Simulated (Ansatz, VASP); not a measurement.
**One calculation of La3Zr, two programs**

```xyz
4
Lattice="5.0041 0.0000 0.0000 0.0000 5.0041 0.0000 0.0000 0.0000 5.0041" Properties=species:S:1:pos:R:3 pbc="T T T"
La    2.5021    2.5021    0.0000
La    2.5021    0.0000    2.5021
La    0.0000    2.5021    2.5021
Zr    0.0000    0.0000    0.0000
```

Change from the starting cell: volume scaled by 0.96.

Alike in both runs: task single point; functional PBE; k mesh 5 × 5 × 5; occupations fermi-dirac, width 0.05 eV; no spin polarisation.

|  | VASP | Ansatz |
| --- | --- | --- |
| version | VASP 6.6.1 | Ansatz 0.2.0 |
| potentials or method | VASP PAW PBE potentials, release 64 (La, Zr_sv) | Ansatz PAW |
| plane-wave cutoff (eV) | 520 | 420 |
| valence electrons in the cell | 45 | 45 |

Ansatz gave:

```
gap on the k mesh at the Fermi level (eV) : none
pressure (GPa)                            : 1.4
```

**Question.** Which values does VASP return?

**Answer.** gap on the k mesh at the Fermi level (eV): none; pressure (GPa): 1.5.

A gap of «none» marks a metal or a gap that the smearing closes.

Spin-orbit coupling is left out, which matters for the levels of La.
